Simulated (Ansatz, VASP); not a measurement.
## YCo2Ge2 (I4/mmm, 5 atoms in the cell) computed with different codes at matched settings

Self-consistent single point.

```
CELL_PARAMETERS angstrom
     -1.97187     1.97187     5.04209
      1.97187    -1.97187     5.04209
      1.97187     1.97187    -5.04209
ATOMIC_POSITIONS crystal
  Y  0.00000 0.00000 0.00000
  Co 0.75000 0.25000 0.50000
  Co 0.25000 0.75000 0.50000
  Ge 0.62888 0.62888 0.00000
  Ge 0.37112 0.37112 0.00000
```

Shared settings, as Ansatz (a program for electronic structure) writes them: kpoints.mp_grid.grid = 7 7 7; magnetization.spin_orbit = true; scf.occupations.method = gaussian; scf.occupations.width = 0.2 eV. Potentials and cutoffs stand in the table.

```tsv
code	model	pressure (GPa)	largest force (eV/Å)	cutoff
Ansatz	LDA (PW92) with spin-orbit coupling, PAW files made with PBE	-7.85	0.216	default
VASP	LDA (PZ), spin-orbit coupling, VASP's LDA PAW potentials (set 64)	-8.30	0.206	300 eV
```

The spread over the programs that give each value: pressure within 0.45 GPa; largest force within 0.010 eV/Å.

Ansatz's pressure is given at a fixed set of plane waves, as the other plane-wave codes print theirs; with its correction for the finite basis it is -7.76 GPa. The same LDA comes in different parametrisations, which differ slightly.

VASP's run is marked for a possible Pulay error in its stress at this cutoff; no cutoff test was made.

The starting cell comes from a database of computed structures (which also holds hypothetical and non-ambient phases and stackings), without a prior relaxation at this level. Its lattice was rescaled by a random factor within 2.5 % of one.

Keys are those of Ansatz 0.2.
